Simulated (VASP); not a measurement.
# FeMo with LDA: from relaxation to properties, part 5 of 5

Wanted: the relaxed cell of FeMo and its properties. The cell is invented: it takes the structure of a Materials Project entry for FeRu (space group 187 there), with some of its atoms replaced by other elements, volume scaled by an estimate. It may not be a known or stable phase. Left out of this account: 1 further run (elastic: elastic constants of a metal on too coarse a mesh).

VASP 6.6.1; LDA, spin-polarised from a ferromagnetic start; plane waves and PAW (Mo_sv, Fe); invented cell.

Still holding for the runs below: The k-mesh is coarse for a metal.

So far. Step 11 (Volume scan with LDA, volume scale 1.02): The pressure falls from 0.05 to -5.41 GPa, so it vanishes between these two volumes.

## Step 12: Volume scan with LDA, volume scale 1.04 (continued)

OUTCAR, selected parts (step 12):

```text
  Total       -1.6336808     -1.6336810     -1.7119347     -0.0000003      0.0000000      0.0000000
  in kB     -100.9436576   -100.9436671   -105.7788928     -0.0000190      0.0000000      0.0000000
  external PRESSURE =    -102.5554058 kB  Pullay stress =       0.0000000 kB

 POSITION                                       TOTAL-FORCE (eV/Angst)
 -----------------------------------------------------------------------------------
      1.33850      0.77278      0.00000        -0.000000      0.000000      0.000000
      0.00000      0.00000      2.08902         0.000000     -0.000000      0.000000
 -----------------------------------------------------------------------------------
    total drift:                               -0.000020      0.000012      0.000000

  FREE ENERGIE OF THE ION-ELECTRON SYSTEM (eV)
  ---------------------------------------------------
  free  energy   TOTEN  =       -20.9486254235 eV

  energy  without entropy=      -20.9219470288  energy(sigma->0) =      -20.93528623

 magnetization (x)
# of ion       s       p       d       tot
------------------------------------------
    1        0.000  -0.000  -0.000  -0.000
    2        0.000   0.000  -0.002  -0.002
--------------------------------------------------
tot          0.000  -0.000  -0.002  -0.002

[... 1 part as in an earlier step ...]

[... 2 further parts left out ...]
[key lines of the parts left out:]
E-fermi :   9.8037
```

The pressure falls from -5.41 to -10.26 GPa.

The run ends at a pressure of -10.26 GPa.

## Step 13: Volume scan with LDA, volume scale 1.06

A prediction first. A parabola through the 6 pressures of evenly scaled cells so far, P = 0.03 -287.9 t +652 t² GPa with t = ln(V/V₁) and V₁ the volume at scale 1, gives -14.52 GPa at t = +0.0583.

Input file INCAR:

```
SYSTEM = FeMo
PREC = Accurate
ENCUT = 400
EDIFF = 1E-06
NELM = 100
ISMEAR = -1
SIGMA = 0.05
LREAL = .FALSE.
ALGO = Normal
GGA = CA
NBANDS = 18
ISPIN = 2
MAGMOM = 1 3
LMAXMIX = 4
LORBIT = 11
LWAVE = .FALSE.
LCHARG = .FALSE.
ISIF = 2
```

Input file POSCAR:

```
FeMo
1.0
    2.6940457123     -0.0000000273      0.0000000000
   -1.3470223938      2.3331121502      0.0000000000
    0.0000000000      0.0000000000      4.2046583432
Mo Fe
1 1
Direct
    0.6666666700      0.3333333300      0.0000000000
    0.0000000000      0.0000000000      0.5000000000
```

Input file KPOINTS:

```
Automatic mesh
0
Gamma
10 10 6
0 0 0
```

The projector-augmented-wave data sets are Mo_sv and Fe (LDA family, release 64).

Launch:

```sh
mpirun -np 1 vasp_std
```

Log:

```text
[... set-up lines as in an earlier step ...]
 entering main loop
       N       E                     dE             d eps       ncg     rms          rms(c)
DAV:   1     0.165161330445E+03    0.16516E+03   -0.10834E+04  4080   0.123E+03
DAV:   2    -0.180018041595E+02   -0.18316E+03   -0.17748E+03  4176   0.349E+02
DAV:   3    -0.230154717121E+02   -0.50137E+01   -0.49064E+01  4574   0.691E+01
DAV:   4    -0.230811159513E+02   -0.65644E-01   -0.65572E-01  4516   0.771E+00
[...]
DAV:  21    -0.209118887704E+02   -0.45086E-05   -0.16027E-04  5804   0.125E-01    0.464E-03
DAV:  22    -0.209118897331E+02   -0.96270E-06   -0.58298E-05  5476   0.764E-02    0.216E-03
DAV:  23    -0.209118897799E+02   -0.46833E-07   -0.67693E-06  2862   0.261E-02
   1 F= -.20911890E+02 E0= -.20898277E+02  d E =-.272254E-01  mag=    -0.0012
```

Wall time 24 s (1 MPI rank of AMD EPYC 9R45, shared host); peak memory 0.11 GiB.

Parts of OUTCAR (step 13):

```text
  Total       -2.3815125     -2.3815127     -2.4844262     -0.0000004      0.0000000      0.0000000
  in kB     -144.3750545   -144.3750683   -150.6140194     -0.0000271      0.0000000      0.0000000
  external PRESSURE =    -146.4547141 kB  Pullay stress =       0.0000000 kB

 POSITION                                       TOTAL-FORCE (eV/Angst)
 -----------------------------------------------------------------------------------
      1.34702      0.77770      0.00000        -0.000000     -0.000000      0.000000
      0.00000      0.00000      2.10233         0.000000      0.000000      0.000000
 -----------------------------------------------------------------------------------
    total drift:                               -0.000020      0.000012      0.000000

  FREE ENERGIE OF THE ION-ELECTRON SYSTEM (eV)
  ---------------------------------------------------
  free  energy   TOTEN  =       -20.9118897799 eV

  energy  without entropy=      -20.8846643637  energy(sigma->0) =      -20.89827707

[... 2 parts as in an earlier step ...]

[... 2 further parts left out ...]
[key lines of the parts left out:]
E-fermi :   9.5351
```

The pressure falls from -10.26 to -14.65 GPa. The parabola predicted -14.52 GPa, +0.12 GPa off.

## Step 14: Comparing the runs

Times are for 1 MPI rank of AMD EPYC 9R45, shared host. Results by setting:

| no. | volume scale | energy above the lowest point (meV/atom) | pressure (GPa) | time | memory (GiB) |
| --- | --- | --- | --- | --- | --- |
| 1 | 0.94 | 48.19 | 20.35 | 17 s | 0.11 |
| 2 | 0.96 | 21.38 | 12.85 | 17 s | 0.11 |
| 3 | 0.98 | 5.73 | 6.118 | 19 s | 0.11 |
| 4 | 1 | 0 | 0.05267 | 19 s | 0.11 |
| 5 | 1.02 | 3.1 | -5.413 | 20 s | 0.11 |
| 6 | 1.04 | 14.32 | -10.26 | 22 s | 0.11 |
| 7 | 1.06 | 32.83 | -14.65 | 24 s | 0.11 |

## Step 15: Fit for LDA

This step: Birch-Murnaghan fit, LDA; plane waves and PAW; invented cell (VASP 6.6.1).

This step runs nothing: it gathers the runs above.

This step gave:

* pressure derivative of the bulk modulus: 4.269
* r.m.s. error of the fit: 3.00e-5 eV/atom
* minimum inside the sampled range: yes
* bulk modulus: 283.8 GPa
* equilibrium volume of the fit: 12.50 Å³/atom

Table of energy above the fitted minimum by volume:

| volume (Å³/atom) | energy above the fitted minimum (eV/atom) |
| --- | --- |
| 11.718 | 0.0483 |
| 11.968 | 0.0215 |
| 12.217 | 0.00586 |
| 12.466 | 1.2e-4 |
| 12.716 | 0.00322 |
| 12.965 | 0.0144 |
| 13.214 | 0.0329 |

The fitted volume lies +0.26 % from the relaxed one. At a finite cutoff and mesh the minimum of the energy and the zero of the stress don't quite coincide, and the relaxation stops at a threshold.

## Step 16: Summary of results

| Item | Value |
| --- | --- |
| relaxed volume | 12.47 Å³/atom |
| relaxed conventional cell a, b, c | 2.642, 2.642, 4.124 Å; angles 90.0, 90.0, 120.0° |
| space group after relaxing, within 0.02 Å | P-6m2 (No. 187) |
| moment of the cell (14×14×8 mesh) | 0 μB |
| band gap | none, a metal |
| DOS at the Fermi level | 2.59 states/eV/cell |
| bulk modulus from the fit | 284 GPa |
| volume from the fit | 12.5 Å³/atom |

**Reading.** With LDA, FeMo relaxes to 12.47 Å³/atom in space group P-6m2, comes out as a metal, loses the moments it was started with and has a bulk modulus of 284 GPa at fixed shape and positions, an upper bound. Bands along the symmetry lines (LDA): Of the bands kept, 4 cross the Fermi level on this path. Spin-orbit coupling is left out; it would split some degenerate bands. The k-sampling is coarse for a metal, so the Fermi level, moments, pressures and the shape of the cell carry errors. Only the typed magnetic starts were tried, so the magnetic ground state may differ and with it the other results. No search among competing phases was made. All values are for a static lattice at zero temperature.

[Lines on the potential files, build, host, timing and source positions are cut from VASP's logs without a mark.]

[Logs are printed without paths, hosts, clocks, repeated set-up lines and the standing remarks that a program may print on its own settings, such as how far it seeks lower states.]

[Hosts, paths, dates, database ids (printed as entryN), source tags and the programs' standing remarks are cut or masked in the printed files.]

[A measured line is paired with the nearest computed mode of its activity, which favours agreement.]
